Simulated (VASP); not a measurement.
Runs of VASP 6.6.1 on Bi. It takes space group Im-3m (No. 229, cubic). The conventional cell has a = 3.836 Å, b = 3.836 Å, c = 3.836 Å, α = 90.00°, β = 90.00°, γ = 90.00°. Bi (site symmetry m-3m) has 8 Bi at 3.32 Å as nearest neighbours. This isn't the form of Bi at room conditions, which is rhombohedral.

```tsv
cell	k mesh	gap on the mesh (eV)	pressure (GPa)
Im-3m, 28.22 Å³/atom	13 × 13 × 13	none	2.9
Im-3m, 29.4 Å³/atom	19 × 19 × 19	none	-0.1
Im-3m, 25.87 Å³/atom	13 × 13 × 13	none	11.0
Im-3m, 32.93 Å³/atom	13 × 13 × 13	none	(a)
```

Alike in all rows: task single point; level LDA; potentials or basis VASP PAW LDA potentials, release 64 (Bi_d); no spin polarisation; cutoff (eV) 520; smearing fermi-dirac 0.1 eV.

Problem. Estimate the missing entries.

Solution. (a) -5.6.

Caveats: spin-orbit coupling is left out, which moves the levels of the heavy elements.

A k mesh can miss the band edges, and the runs leave out spin-orbit coupling on Bi.

A gap of «none» marks a metal or a gap under the smearing width.
